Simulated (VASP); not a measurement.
A run of VASP 6.6.1:

INCAR

```
  PREC = Accurate
  ENCUT = 520
  EDIFF = 1E-7
  ISMEAR = 0
  SIGMA = 0.03
  LREAL = F
  LASPH = T
  NELM = 120
  ALGO = Normal
  ISIF = 3
  LWAVE = F
  LCHARG = F
  GGA = PE
  IBRION = 2
  NSW = 60
  EDIFFG = -0.005
  POTIM = 0.3
  KPAR = 8
```

The input KPOINTS:

```
regular mesh
0
Gamma
  4 4 6
```

POSCAR

```
Na3AlO3                                 
1.0
    6.9753194255      0.0000000922      0.0000000000
   -3.4876597977      6.0408037821      0.0000000000
   -0.0000000000      0.0000000000      4.9171001318
  Na              Al              O             
     6     2     6
Direct
     0.6621994925209990    0.7503343718122479    0.7500000000000000
     0.0881348792913186    0.3378005074790080    0.7500000000000000
     0.2496656281876825    0.9118651207087441    0.7500000000000000
     0.3378005074790012    0.2496656281877520    0.2500000000000000
     0.9118651207086814    0.6621994925209920    0.2500000000000000
     0.7503343718123174    0.0881348792912559    0.2500000000000000
     0.6666666699999979    0.3333333300000021    0.7500000000000000
     0.3333333300000021    0.6666666699999979    0.2500000000000000
     0.4028223170103062    0.2954859590554161    0.7500000000000000
     0.7045140409446345    0.1073363579549063    0.7500000000000000
     0.8926636420450593    0.5971776829896778    0.7500000000000000
     0.1073363579549407    0.4028223170103223    0.2500000000000000
     0.5971776829896938    0.7045140409445839    0.2500000000000000
     0.2954859590553656    0.8926636420450935    0.2500000000000000
```

Potentials or basis: VASP PAW PBE potentials, release 64 (Na_pv, Al, O).

Launch:

```bash
$ cat potpaw_PBE.64/Na_pv/POTCAR potpaw_PBE.64/Al/POTCAR potpaw_PBE.64/O/POTCAR > POTCAR
$ mpirun -np 8 vasp_std > vasp.out
```

Hardware: 8 MPI ranks on AMD EPYC 9R45 96-Core Processor (Zen 5), on a shared host.

Task: How long does it take, and how much memory?

Result: Wall time 48 s on 8 MPI ranks on AMD EPYC 9R45 96-Core Processor (Zen 5), with other jobs on the host, peak memory 0.43 GiB a rank. Counts: scf iterations 33, k points 16, ion steps 4.
